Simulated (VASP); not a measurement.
Computed with PBE GGA, VASP's PBE PAW potentials (set 64) (plane waves; VASP 6.6.1).

VASP ran on this input.

File POSCAR:
```
Si
1.0
  0.0000000000   2.7155000000   2.7155000000
  2.7155000000   0.0000000000   2.7155000000
  2.7155000000   2.7155000000   0.0000000000
Si
2
Cart
  2.7155000000   2.7155000000   2.7155000000
  4.0732500000   4.0732500000   4.0732500000
```

File KPOINTS:
```
Automatic mesh
0
Gamma
8 8 8
0 0 0
```

INCAR:
```
SYSTEM = Si
PREC = Accurate
ENCUT = 480
EDIFF = 1E-6
NELM = 100
ALGO = Normal
LREAL = .FALSE.
LASPH = .TRUE.
ISMEAR = 0
SIGMA = 0.05
GGA = PE
LWAVE = .FALSE.
LCHARG = .FALSE.
IBRION = 2
ISIF = 3
NSW = 60
EDIFFG = -0.01
```

POTCAR, in this order: Si (PBE.64 set). Program: vasp_std.

Energy and stress use the plane-wave basis of the starting cell.

Q: What does the run give for the energy per atom (σ→0), volume per atom?

A: 
energy per atom (σ→0): -5.423 eV/atom
volume per atom: 20.44 Å^3/atom

File OSZICAR:
```
...
       N       E                     dE             d eps       ncg     rms          rms(c)
DAV:   1    -0.108471085157E+02   -0.33472E-02   -0.43965E-02   560   0.120E+00    0.201E-01
DAV:   2    -0.108463776135E+02    0.73090E-03   -0.61500E-04   568   0.172E-01    0.121E-01
DAV:   3    -0.108460033274E+02    0.37429E-03   -0.80225E-04   552   0.144E-01    0.403E-02
DAV:   4    -0.108460044137E+02   -0.10863E-05   -0.77374E-06   584   0.252E-02    0.356E-02
DAV:   5    -0.108460069876E+02   -0.25739E-05   -0.21015E-06   504   0.107E-02    0.788E-03
DAV:   6    -0.108460068691E+02    0.11848E-06   -0.22983E-08   232   0.152E-03
   3 F= -.10846007E+02 E0= -.10846007E+02  d E =-.494271E-02
```

The compound is Si in the diamond structure. This run relaxes it. Symmetry was kept, so distortions that lower it aren't found.
